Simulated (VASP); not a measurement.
Consider the following.

```
NiO
1.0
    4.05499     2.02119     2.02119
    2.02119     4.05499     2.02119
    2.02119     2.02119     4.05499
Ni O
2 2
Direct
  0.00000   0.00000   0.00000
  0.50000   0.50000   0.50000
  0.25000   0.25000   0.25000
  0.75000   0.75000   0.75000
```
Starting moments (μB, in the order of the record's atoms Ni Ni O O): 1.1 -1.1 0.0 0.0.

Method: LDA (Ceperley-Alder, Perdew-Zunger), VASP's LDA PAW potentials (set 64) (plane waves; VASP). Run with 520 eV cut-off, 10×10×10 Γ-centred mesh, tetrahedra with Blöchl corrections, potentials Ni O.

Q: What does the run give for the cell moment, energy per atom (σ→0)?

A: 
The cell moment is 0.00 μB. The energy per atom (σ→0) comes out as -6.758 eV/atom.

Q: Give the moment on each site (PAW-sphere projection).

A: 
```csv
site,moment (μB)
Ni1,1.08
Ni2,-1.08
O3,0.00
O4,0.00
```

Total energies compare only between runs with the same potentials, cut-off and functional.

The compound is NiO in the rock salt, AFM-II order structure. It was relaxed first, which changed the volume by -8 %.
